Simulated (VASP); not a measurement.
All values below come from LDA (Ceperley-Alder, Perdew-Zunger), VASP's LDA PAW potentials (set 64) (plane waves; VASP 6.6.1).

The input files of a VASP run:

**POSCAR**
```
Te
1.0
  4.3276132886   0.0000000000   0.0000000000
 -2.1638066443   3.7478230525   0.0000000000
  0.0000000000   0.0000000000   5.8782355972
Te
3
Cart
  1.2287608090   0.0000000000   1.9594099063
 -0.6143804045   1.0641380777   3.9188256909
  1.5494262398   2.6836849748   0.0000000000
```

**INCAR**
```
ALGO=Normal
EDIFF=1E-6
EDIFFG=-0.02
ENCUT=400
IBRION=2
ISIF=3
ISMEAR=0
LASPH=.True.
LCHARG=.False.
LMAXMIX=4
LREAL=.False.
LWAVE=.False.
NELM=100
NSW=60
PREC=Accurate
SIGMA=0.05
SYSTEM=Te
```

KPOINTS:
```
kpoints
0
Gamma
5 5 4
```

POTCAR, in this order: Te (LDA.64 set). Program: vasp_std.

Estimate the energy per atom (σ→0), volume per atom.

| Item | Result |
|---|---|
| energy per atom (σ→0) | -3.799 eV/atom |
| volume per atom | 31.53 Å³/atom |

### OSZICAR
```
...
   4 F= -.11395821E+02 E0= -.11395821E+02  d E =-.860971E-03
       N       E                     dE             d eps       ncg     rms          rms(c)
DAV:   1    -0.113963406024E+02   -0.51973E-03   -0.39825E-02   442   0.107E+00    0.256E-01
DAV:   2    -0.113962137694E+02    0.12683E-03   -0.92418E-04   487   0.200E-01    0.592E-02
DAV:   3    -0.113961532779E+02    0.60492E-04   -0.49931E-05   512   0.476E-02    0.371E-02
DAV:   4    -0.113961307920E+02    0.22486E-04   -0.39844E-05   477   0.379E-02    0.594E-03
DAV:   5    -0.113961311049E+02   -0.31294E-06   -0.38042E-06   412   0.123E-02
   5 F= -.11396131E+02 E0= -.11396131E+02  d E =-.117092E-02
```

The structure comes from a computed database's Te entry (P3_121); how it stands against other phases isn't given here. This run relaxes it. Symmetry was kept, so distortions that lower it aren't found. The start is the result of an earlier pass.
